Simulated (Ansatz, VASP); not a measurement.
# GaN (GaN (P6_3mc)) in two plane-wave programs

Aim: how closely do two programs agree when they are given the same cell, functional and k mesh? The cell is taken from a series of runs on this material, whose earlier steps may have relaxed, scaled, displaced or heated it; both programs get it as it stands.

Main program and level: Ansatz 0.2.0; plane waves, with VASP 6.6.1 beside it; relaxation of cell and atoms at r2SCAN.

**1. The structure**

The structure is hexagonal, space group P6_3mc (No. 186). Conventional cell: a = 3.189 Å, b = 3.189 Å, c = 5.192 Å, α = 90.00°, β = 90.00°, γ = 120.00°. Nearest to Ga lie 4 N at 1.95 to 1.96 Å. Nearest to N lie 4 Ga at 1.95 to 1.96 Å. Farther neighbours and most contacts between anions are not listed.

Coordinates:

```
Ga N
1.0
     3.18893    0.00000    0.00000
    -1.59447    2.76170    0.00000
     0.00000    0.00000    5.19236
Ga N
2 2
Direct
  0.66660 0.33349 0.49900
  0.33331 0.66662 0.99916
  0.66660 0.33349 0.87590
  0.33331 0.66662 0.37594
```

**2. Ansatz: relaxation of cell and atoms, r2SCAN**

Ansatz runs on its PAW soft_1 files.

The relaxed volume is the usual yardstick between codes: in a stiff, nearly cubic crystal its relative difference is about their pressure difference at one cell divided by the bulk modulus.

Contents of input.yaml:

```yaml
crystal:
  lattice:
    - [3.1889304, 0.0, 0.0]
    - [-1.5944652, 2.7616947, 0.0]
    - [0.0, 0.0, 5.1923572]
  atoms:
    - { symbol: Ga, position: [0.66666667, 0.33333333, 0.49908371] }
    - { symbol: Ga, position: [0.33333333, 0.66666667, 0.99908371] }
    - { symbol: "N", position: [0.66666667, 0.33333333, 0.87591629] }
    - { symbol: "N", position: [0.33333333, 0.66666667, 0.37591629] }
basis:
  ecutwfc: 500
  xc_grid: 2
hamiltonian:
  xc: r2scan
  pseudopotentials: { kind: paw, azcp: { folder: soft_1 } }
kpoints:
  mp_grid: { grid: [10, 10, 6] }
scf:
  occupations: { method: fixed }
  max_iter: 100
relax:
  f_tol: 0.005
  max_steps: 60
  cell: {}
output:
  forces: true
  stress: true
checkpoint:
  write: "../cell.run"
  compress: false
  write_wavefunctions: false
  write_every: 100000
```

Started as:

```
ansatz run input.yaml --threads 32 --pin off --max-ram 84787MiB --backend cuda --events-out ev --progress --plain --runs-dir out --max-vram 78GiB
```

Numbers of over 12 decimals in the logs are rounded to 6 here.

What it wrote:

```text
Engine: ansatz 0.2.0, aarch64-unknown-linux-gnu
Pseudopotentials: kind: paw
Pseudopotential: Ga, paw, valence charge 13, recommended cutoff 500 eV (meta_gga), soft_1/Ga.paw.azcp
Pseudopotential: N, paw, valence charge 5, recommended cutoff 500 eV (meta_gga), soft_1/N.paw.azcp
Functional definition: r2SCAN
  parameter k0 = 0.174
  parameter k1 = 0.065
  parameter a1 = 4.9479
  exchange = r2scan_x(k0 = k0, k1 = k1, a1 = a1)
  correlation = r2scan_c
[...]
Crystal: 4 atoms, lattice volume = 45.728 Å³
Basis set: ecut = 500 eV, 1141 PW (Γ), exchange–correlation on 48×48×80 points (8 copies of the dense FFT grid, shifted against one another)
Bands: 22, of which v1, the nominal top of the filled ones, is band 18 counted from 1 (17 counted from 0)
Symmetry: 12 space group operations
Space group: P63mc (ITA 186), of the structure as read, at distance tolerance 3.6e-5 Å
k-points: 56 of 600 (time reversal used)
Non-local potential: Ga, projectors of the file, l = 0: 2, l = 1: 2, l = 2: 3, l = 3: 1
Non-local potential: N, projectors of the file, l = 0: 2, l = 1: 2, l = 2: 1
PAW form: soft (Blöchl's): semilocal exchange-correlation on the pseudo side does not see the compensation charge
PAW frozen core: Ga, regenerated for the run's functional (the file was generated under x = pbe(κ = 0.804, μ = 0.219515), c = pbe(β = 0.066725))
PAW frozen core: N, regenerated for the run's functional (the file was generated under x = pbe(κ = 0.804, μ = 0.219515), c = pbe(β = 0.066725))
PAW one-centre angular grid: Ga, 590 points (default); XC on 160 Gauss nodes
PAW one-centre angular grid: N, 302 points (default); XC on 160 Gauss nodes
Initial density: superposition of atomic densities (chi_scale 0.1, normalization cell, long waves kept (reshape's long-wave potential 0.00 eV rms))
Initial wavefunctions: pseudopotential atomic-orbital guess
[...]
Functional: x = r2scan, c = r2scan; τ floored in thin density (d = 2e-4 eV/Å³)
SCF iter   1: F=—  HF=-8353.733452 eV  |Δ(HF+E_count)|=         —  Δρ=1.16e-1  dr2=4.92e0  dr2_τ=5.70e-1  Hψ=4387
preconditioner: auto → Resta (q_TF=auto, 2.622 Å⁻¹)  ε∞=4.4  [insulator: Δε(μ)=2.869 eV  Ē_g=17.848 eV  n_scr=22 (ndim 8)  ℏωp=32.9 eV  f_vac=0.000  ε∞_Penn≈4.4]
SCF iter   2: F=—  HF=-8352.706502 eV  |Δ(HF+E_count)|=    1.03e0  Δρ=5.17e-2  dr2=6.81e-1  dr2_τ=7.33e-2  Hψ=2873
[...]
SCF iter   9: F=-8352.779862 eV  HF=-8352.779862 eV  |Δ(HF+E_count)|=   5.47e-8  Δρ=5.82e-6  dr2=1.24e-8  dr2_τ=2.01e-10  Hψ=4428
SCF 1 converged in 9 iterations: F = -8352.779862 eV  dr2 = 1.24e-8
  greatest PAW one-centre occupation: 0.994 electrons in one spin orbital (limit 2), on the Ga atom at site 1 (counted from 0), in its partial waves of l = 2
relax step   1: F+E_penalty+E_count = -8352.77986169 eV  Δ(F+E_penalty+E_count) = +0.000e0 eV  max|allowed force component| = 1.081e-3 eV/Å  Δτ_max = 0.0000 Å  P = -1.004 GPa  Ω = 45.728 Å³  (9 SCF iters, dr2 threshold 1.00e-7 eV, accepted)
[...]
relax step   2: F+E_penalty+E_count = -8352.78059366 eV  Δ(F+E_penalty+E_count) = -7.320e-4 eV  max|allowed force component| = 9.540e-4 eV/Å  Δτ_max = 0.0001 Å  P = -0.386 GPa  Ω = 45.582 Å³  energy of the carried Pulay correction = +9.690e-5 eV  (5 SCF iters, dr2 threshold 4.00e-7 eV, accepted)
[...]
relax step   3: F+E_penalty+E_count = -8352.78076222 eV  Δ(F+E_penalty+E_count) = -1.686e-4 eV  max|allowed force component| = 4.761e-4 eV/Å  Δτ_max = 0.0001 Å  P = +0.005 GPa  Ω = 45.491 Å³  energy of the carried Pulay correction = +1.573e-4 eV  (4 SCF iters, dr2 threshold 3.76e-7 eV, accepted)
[...]
relax step   4: F+E_penalty+E_count = -8352.78059064 eV  Δ(F+E_penalty+E_count) = +1.716e-4 eV  max|allowed force component| = 5.026e-4 eV/Å  Δτ_max = 0.0000 Å  P = +0.004 GPa  Ω = 45.491 Å³  stress off target by 4.57e-3 GPa  SCF on the basis re-selected at this cell (its energy is not comparable with the rows above)  (5 SCF iters)
basis re-selected at this cell: Δ(F+E_penalty+E_count) = +1.716e-4 eV, ΔP = -0.001 GPa vs the last step (what re-selecting the basis moved, of the pressure what is left beyond the Pulay correction that the steps carried, after the strain that the cell walked since its last selection, with what the two solves' SCF thresholds leave and, on support functions, any second-order correction that the steps lacked; it is no m
SCF converged after 5 iterations
Free energy (F): -8352.780591 eV
Harris-Foulkes:  -8352.780591 eV  (|F-HF|=5.46e-12)
Internal energy: -8352.780591 eV  (E = F + TS)
E sigma→0 (E₀):  -8352.780591 eV
Fermi energy:    9.470439 eV
--- Per-component energies (eV) ---
  E_band       = -29.933864
  E_kinetic    = 481.168783
  E_local      = -2831.924578  (includes V_loc(G=0)·N_el)
  E_nonlocal   = -105.946459
  E_hartree    = 1798.202297
  E_xc         = -231.725242
  E_vxc        = -280.053635  (∫ρ·V_xc dr)
  E_paw        = -4283.182559  (= ΣΔE_a)
  E_vpaw       = -904.838753  (= ΣTr[D̂ρ^β])
  E_aug_tail   = 0.000047  (compensation charges beyond the density's cutoff)
  E_vtau       = 15.256407  (kinetic-family band-sum trace: ∫τ·v_τ [+ j·A + Jᵃ·Aᵃ] dr)
  E_ewald      = -3178.007619
  E_core_change = -1.365260  (= ΣΔE_core)
  E_smearing   = -0.000000  (= −TS)
  E_closure    = -0.000000  (closes the sum)
  Σ components = -8352.780591   (vs F -8352.780591, Δ=0.00e0)
--- Forces (eV/Å), atoms counted from 1 ---
  atom   1  Ga    -0.00000000    -0.00000000     0.00068659
  atom   2  Ga    -0.00000000     0.00000000     0.00068659
  atom   3  N      0.00000000     0.00000000    -0.00031868
  atom   4  N      0.00000000    -0.00000000    -0.00031868
  max |Σ_I F_I| component: 7.36e-4 eV/Å
--- Stress (GPa, compression-positive) ---
        0.004568       0.000000       0.000000
       -0.000000       0.004568       0.000000
        0.000000       0.000000       0.001914
  P = ⅓ Tr σ = 0.0037 GPa (0.037 kbar)
--- Band table (eV; the first three rows and the last of 56) ---
  k-point 0: bands = ["-7.3415", "-6.3578", "-4.4062", "-4.3910", "-4.3910", "-4.3238", "-4.3238", "-4.1119", "-4.1119", "-4.0142", "-4.0142", "-2.8806", "2.2834", "8.4028", "8.4028", "9.4344", "9.470
  k-point 1: bands = ["-7.2607", "-6.3985", "-4.3889", "-4.3889", "-4.3821", "-4.3306", "-4.3306", "-4.1031", "-4.1031", "-4.0186", "-4.0186", "-3.1394", "2.7839", "8.4711", "8.4711", "8.6338", "9.395
  k-point 2: bands = ["-7.0438", "-6.5330", "-4.3814", "-4.3814", "-4.3476", "-4.3476", "-4.2869", "-4.0809", "-4.0809", "-4.0323", "-4.0323", "-3.6450", "4.0038", "7.1552", "8.6599", "8.6599", "9.193
  k-point 55: bands = ["-6.1741", "-6.1741", "-4.2627", "-4.2627", "-4.2369", "-4.2369", "-4.1035", "-4.1035", "-4.0591", "-4.0591", "-2.5196", "-2.5196", "3.2194", "3.2194", "5.3412", "5.3412", "7.91
--- Relaxed structure (3 steps of the walk, 3 accepted, 1 SCFs on fresh bases) ---
  F+E_penalty+E_count = -8352.78059064 eV   max|allowed force component| = 5.026e-4 eV/Å   (the final SCF, on the basis selected at the relaxed cell)
  cell:  # Å, volume = 45.4914 Å³
    - [3.183273, 0.0, 0]
    - [-1.591636, 2.756795, -1.7456915312936015e-19]
    - [0, -3.282134672698873e-19, 5.183832]
  atoms:
    - { symbol: Ga, position: [0.666667, 0.333333, 0.499106] }
    - { symbol: Ga, position: [0.333333, 0.666667, 0.999106] }
    - { symbol: N, position: [0.666667, 0.333333, 0.875894] }
    - { symbol: N, position: [0.333333, 0.666667, 0.375894] }
```

**3. VASP: relaxation of cell and atoms, r2SCAN**

The same cell, functional and mesh now go to VASP, with its own data sets.

Lines of VASP's logs that name or quote its potential files are left out, and so is its time.

Contents of INCAR:

```
SYSTEM = GaN
PREC = Accurate
ENCUT = 660
EDIFF = 1E-07
NELM = 120
ISMEAR = 0
SIGMA = 0.01
LREAL = .FALSE.
ALGO = Normal
METAGGA = R2SCAN
LASPH = .TRUE.
NBANDS = 24
LORBIT = 11
LWAVE = .FALSE.
LCHARG = .FALSE.
ISIF = 3
IBRION = 2
NSW = 80
EDIFFG = -0.005
GGA_COMPAT = .FALSE.
NELMIN = 4
EFERMI = MIDGAP
LMIXTAU = .TRUE.
```

Contents of POSCAR:

```
GaN
1.0
    3.1889300000      0.0000000000      0.0000000000
   -1.5944650000      2.7616950000      0.0000000000
    0.0000000000      0.0000000000      5.1923570000
Ga N
2 2
Direct
    0.6665996057      0.3334908453      0.4990026687
    0.3333097971      0.6666195941      0.9991608820
    0.6665996057      0.3334908453      0.8759027933
    0.3333097971      0.6666195941      0.3759371707
```

Contents of KPOINTS:

```
Automatic mesh
0
Gamma
10 10 6
0 0 0
```

The projector-augmented-wave data sets are Ga_d and N (PBE family, release 64).

Started as:

```
mpirun -np 1 vasp_std
```

What it wrote:

```text
[banner, memory and clock lines left out]
running    1 mpi-ranks, on    1 nodes
 distrk:  each k-point on    1 cores,    1 groups
 distr:  one band on    1 cores,    1 groups

 POSCAR found type information on POSCAR GaN
 POSCAR found :  2 types and       4 ions
|                                                                             |
|               ----> ADVICE to this user running VASP <----                  |
|                                                                             |
|     You enforced a specific xc type in the INCAR file but a different       |
|     [... a line on the potential file left out ...]
|     I HOPE YOU KNOW WHAT YOU ARE DOING!                                     |
|                                                                             |

 LDA part: xc-table for (None), standard interpolation
 POSCAR, INCAR and KPOINTS ok, starting setup
 FFT: planning ... GRIDC
 FFT: planning ... GRID_SOFT
 FFT: planning ... GRID
 WAVECAR not read
 entering main loop
       N       E                     dE             d eps       ncg     rms          rms(c)
DAV:   1     0.284577850936E+03    0.28458E+03   -0.21306E+04 15680   0.330E+03
DAV:   2    -0.139984045328E+02   -0.29858E+03   -0.28539E+03 15720   0.596E+02
DAV:   3    -0.523423186395E+02   -0.38344E+02   -0.37958E+02 17624   0.165E+02
DAV:   4    -0.536307373162E+02   -0.12884E+01   -0.12858E+01 18048   0.343E+01
DAV:   5    -0.536560297104E+02   -0.25292E-01   -0.25276E-01 17784   0.429E+00    0.102E+01
DAV:   6    -0.449485143884E+02    0.87075E+01   -0.10137E+01 25024   0.547E+01    0.327E+00
DAV:   7    -0.432457691395E+02    0.17027E+01   -0.16846E+00 15592   0.111E+01    0.232E+00
DAV:   8    -0.460997088255E+02   -0.28539E+01   -0.17860E+00 20544   0.153E+01    0.218E+00
DAV:   9    -0.446637985148E+02    0.14359E+01   -0.66654E-01 16760   0.902E+00    0.581E-01
DAV:  10    -0.438087988922E+02    0.85500E+00   -0.25756E-01 18400   0.537E+00    0.180E-01
DAV:  11    -0.438207297976E+02   -0.11931E-01   -0.23694E-02 16728   0.149E+00    0.291E-01
DAV:  12    -0.438170791978E+02    0.36506E-02   -0.95568E-04 23960   0.420E-01    0.256E-01
DAV:  13    -0.438177369500E+02   -0.65775E-03   -0.39448E-03 23728   0.962E-01    0.184E-01
DAV:  14    -0.438214814332E+02   -0.37445E-02   -0.10928E-02 21160   0.163E+00    0.677E-01
DAV:  15    -0.438221505308E+02   -0.66910E-03   -0.36534E-03 20592   0.118E+00    0.356E-01
DAV:  16    -0.438229087118E+02   -0.75818E-03   -0.17818E-03 23456   0.554E-01    0.140E-01
DAV:  17    -0.438230516201E+02   -0.14291E-03   -0.47937E-04 23368   0.266E-01    0.142E-02
DAV:  18    -0.438230672595E+02   -0.15639E-04   -0.76056E-05 20368   0.910E-02    0.119E-02
DAV:  19    -0.438230727937E+02   -0.55342E-05   -0.82543E-06 19096   0.302E-02    0.125E-02
DAV:  20    -0.438230782467E+02   -0.54530E-05   -0.84741E-06 21008   0.472E-02    0.121E-02
DAV:  21    -0.438230780858E+02    0.16088E-06   -0.10300E-06 15416   0.101E-02    0.103E-02
DAV:  22    -0.438230783711E+02   -0.28522E-06   -0.12218E-06 17832   0.147E-02    0.332E-03
DAV:  23    -0.438230784396E+02   -0.68489E-07   -0.44688E-07 15976   0.606E-03
   1 F= -.43823078E+02 E0= -.43823078E+02  d E =-.438231E+02
[...]
2 F= -.43823083E+02 E0= -.43823083E+02  d E =-.454824E-05
[...]
3 F= -.43823090E+02 E0= -.43823090E+02  d E =-.111674E-04
[...]
4 F= -.43823089E+02 E0= -.43823089E+02  d E =-.107066E-04
[...]
5 F= -.43823089E+02 E0= -.43823089E+02  d E =-.110115E-04
 curvature:  -0.23 expect dE=-0.130E-05 dE for cont linesearch -0.171E-07
 ZBRENT: interpolating
 opt :   0.6254  next Energy=   -43.823089 (dE=-0.110E-04)
 bond charge predicted
       N       E                     dE             d eps       ncg     rms          rms(c)
DAV:   1    -0.438230895092E+02   -0.73638E-07   -0.11211E-06 18432   0.118E-02    0.741E-04
DAV:   2    -0.438230894360E+02    0.73191E-07   -0.62225E-08  7392   0.436E-03    0.351E-04
DAV:   3    -0.438230893895E+02    0.46450E-07   -0.17810E-08  7352   0.157E-03    0.122E-04
DAV:   4    -0.438230893651E+02    0.24399E-07   -0.39966E-09  7392   0.153E-03
   6 F= -.43823089E+02 E0= -.43823089E+02  d E =-.109256E-04
 curvature:  -0.15 expect dE=-0.830E-06 dE for cont linesearch -0.651E-09
 trial: gam= 0.11119 g(F)=  0.166E-05 g(S)=  0.386E-05 ort = 0.445E-06 (trialstep = 0.925E+00)
 search vector abs. value=  0.618E-05
 reached required accuracy - stopping structural energy minimisation
```

From OUTCAR (step 3):

```text
ion  position               nearest neighbor table
   1  0.667  0.333  0.499-   4 1.95   4 1.95   4 1.95   3 1.96
   2  0.333  0.667  0.999-   3 1.95   3 1.95   3 1.95   4 1.96
   3  0.667  0.333  0.876-   2 1.95   2 1.95   2 1.95   1 1.96
   4  0.333  0.667  0.376-   1 1.95   1 1.95   1 1.95   2 1.96

  LATTYP: Found a hexagonal cell.
 ALAT       =     3.1889300000
 C/A-ratio  =     1.6282442700

 Subroutine GETGRP returns: Found  1 space group operations
 (whereof  1 operations were pure point group operations)

The static configuration has the point symmetry C_1 .

 Found    304 irreducible k-points:

   k-points           NKPTS =    304   k-points in BZ     NKDIM =    304   number of bands    NBANDS=     24

   dimension x,y,z NGX =    28 NGY =   28 NGZ =   48
   dimension x,y,z NGXF=    56 NGYF=   56 NGZF=   96

   ENCUT  =  660.0 eV  48.51 Ry    6.96 a.u.   6.68  6.68 10.88*2*pi/ulx,y,z

   NELECT =      36.0000    total number of electrons

 k-points in reciprocal lattice and weights: Automatic mesh
   0.00000000  0.00000000  0.00000000       0.002
   0.10000000  0.00000000  0.00000000       0.003
   0.00000000  0.10000000  0.00000000       0.003
  -0.10000000  0.10000000  0.00000000       0.003
   0.20000000  0.00000000  0.00000000       0.003
   0.00000000  0.20000000  0.00000000       0.003
  -0.20000000  0.20000000  0.00000000       0.003
   0.30000000 -0.00000000  0.00000000       0.003
   0.00000000  0.30000000  0.00000000       0.003
[...]
-0.30000000 -0.40000000  0.50000000       0.003
   0.40000000  0.30000000  0.50000000       0.003

 average (electrostatic) potential at core
       1 -68.2966       2 -68.2963       3 -64.9540       4 -64.9548

 E-fermi :   6.1924

 k-point     1 :       0.0000    0.0000    0.0000
  band No.  band energies     occupation
    ...
     14       3.9789      2.00000
     15       3.9809      2.00000
     16       5.0039      2.00000
     17       5.0392      2.00000
     18       5.0405      2.00000
     19       7.3443      0.00000
     20       9.8146      0.00000
     21      14.9653      0.00000
     22      15.5940      0.00000
     23      15.5965      0.00000
    ...

 k-point     2 :       0.1000    0.0000    0.0000
  band No.  band energies     occupation
    ...
     14       3.2612      2.00000
     15       3.7691      2.00000
     16       4.2151      2.00000
     17       4.9033      2.00000
     18       4.9484      2.00000
     19       8.1013      0.00000
     20      10.4253      0.00000
     21      14.5978      0.00000
     22      14.9878      0.00000
     23      15.8640      0.00000
    ...

 k-point     3 :       0.0000    0.1000    0.0000
  band No.  band energies     occupation
    ...
     14       3.2618      2.00000
     15       3.7684      2.00000
     16       4.2154      2.00000
     17       4.9033      2.00000
     18       4.9480      2.00000
     19       8.1013      0.00000
     20      10.4251      0.00000
     21      14.5981      0.00000
     22      14.9878      0.00000
     23      15.8632      0.00000
    ...

  Total       -0.0156948     -0.0068176     -0.0006250      0.0036775     -0.0000231      0.0000367
  in kB       -0.5497229     -0.2387898     -0.0218915      0.1288079     -0.0008086      0.0012853
  external PRESSURE =      -0.2701347 kB  Pullay stress =       0.0000000 kB

  energy-cutoff  :      660.00
  volume of cell :       45.74
      direct lattice vectors                 reciprocal lattice vectors
     3.189362437 -0.000204435 -0.000000272     0.313553896  0.181071956  0.000000016
    -1.594858259  2.761741970  0.000000293     0.000023211  0.362103711 -0.000000021
    -0.000000440  0.000000300  5.193413731     0.000000016 -0.000000011  0.192551576

 POSITION                                       TOTAL-FORCE (eV/Angst)
 -----------------------------------------------------------------------------------
      1.59433      0.92067      2.59198         0.000215     -0.000288      0.004318
     -0.00029      1.84117      5.18883        -0.000242      0.000306      0.000698
      1.59434      0.92066      4.54885         0.000237     -0.000300     -0.001476
     -0.00030      1.84118      1.95224        -0.000210      0.000282     -0.003540
 -----------------------------------------------------------------------------------
    total drift:                               -0.000193      0.000111     -0.003324

  FREE ENERGIE OF THE ION-ELECTRON SYSTEM (eV)
  ---------------------------------------------------
  free  energy   TOTEN  =       -43.8230893651 eV

  energy  without entropy=      -43.8230893651  energy(sigma->0) =      -43.82308937

 reached required accuracy - stopping structural energy minimisation

 total charge
# of ion       s       p       d       tot
------------------------------------------
    1        0.754   0.875  10.191  11.820
    2        0.754   0.875  10.191  11.820
    3        1.229   2.540   0.000   3.768
    4        1.229   2.540   0.000   3.768
--------------------------------------------------
tot          3.965   6.829  20.382  31.176

[... 3 further parts left out ...]
```

**4. Side by side**

Known differences besides the potentials themselves: VASP keeps PBE cores, Ansatz makes them for the functional; fixed occupations in Ansatz, narrow Gaussian smearing in VASP; the cutoff is 500 eV in Ansatz and 660 eV in VASP; Ansatz adds a Pulay correction to the stress that steers its cell, VASP none. Total energies have different zeros and are not compared.

The two programs side by side:

| quantity | Ansatz | VASP | difference |
| --- | --- | --- | --- |
| volume (Å³) | 45.49 | 45.74 | -0.55 % |
| edge a after relaxation, in the typed setting (Å) | 3.183 | 3.189 | -0.19 % |
| edge c after relaxation, in the typed setting (Å) | 5.184 | 5.193 | -0.18 % |

**5. What came out**

- difference in volume (relaxation of cell and atoms, r2SCAN): -0.55 %

In words: The difference in volume is -0.55 % (relaxation of cell and atoms, r2SCAN), within the 1.2 % picked in this series as the mark of a large difference, as far as the stopping tolerances let one tell. Such differences can come from data sets, numerical settings and the points named under the comparisons, not from the functional's error against experiment.

[Lines on the potential files, build, host, timing and source positions are cut from VASP's logs without a mark.]

[Logs are printed without paths, hosts, clocks, repeated set-up lines and the standing remarks that a program may print on its own settings, such as how far it seeks lower states.]

[Hosts, paths, dates, database ids (printed as entryN), source tags and the programs' standing remarks are cut or masked in the printed files.]
